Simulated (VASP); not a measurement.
Here is the system:

```xyz
3
Lattice="-1.6134 1.6134 3.9474 1.6134 -1.6134 3.9474 1.6134 1.6134 -3.9474" Properties=species:S:1:pos:R:3 pbc="T T T"
Si     0.0000     0.0000     5.2498
Si     0.0000     0.0000     2.6450
Mo     0.0000     0.0000     0.0000
```

Level of theory: revPBE GGA, VASP's PBE PAW potentials (set 64) (plane waves; VASP). Run with 520 eV cut-off, Gaussian smearing of 0.050 eV, potentials Si Mo_sv.

Problem. Give the energies of bands 6 to 14 at the high-symmetry points, in eV from the Fermi level.

Solution. 
```tsv
band	Γ	X	P	N	M	S	R
6	-6.25	-6.53	-6.13	-9.42	-9.96	-8.88	-7.68
7	-3.40	-5.55	-6.13	-4.84	-3.40	-6.70	-5.44
8	-2.93	-5.18	-6.11	-4.43	-2.13	-2.70	-4.37
9	-2.56	-4.35	-2.69	-2.51	-0.55	-2.42	-3.77
10	-2.56	-2.96	-2.04	-2.49	-0.55	-2.21	-2.83
11	0.36	-1.21	-2.04	-0.48	-0.48	-0.39	-1.77
12	3.04	2.25	0.28	2.20	-0.48	1.51	1.74
13	3.24	2.65	2.25	3.06	0.49	2.99	2.00
14	3.46	3.08	3.96	3.93	4.69	3.59	2.53
```

It has no gap at this level: it comes out as a metal or semimetal.

The compound is MoSi2 in the MoSi2 type structure. It was relaxed first.
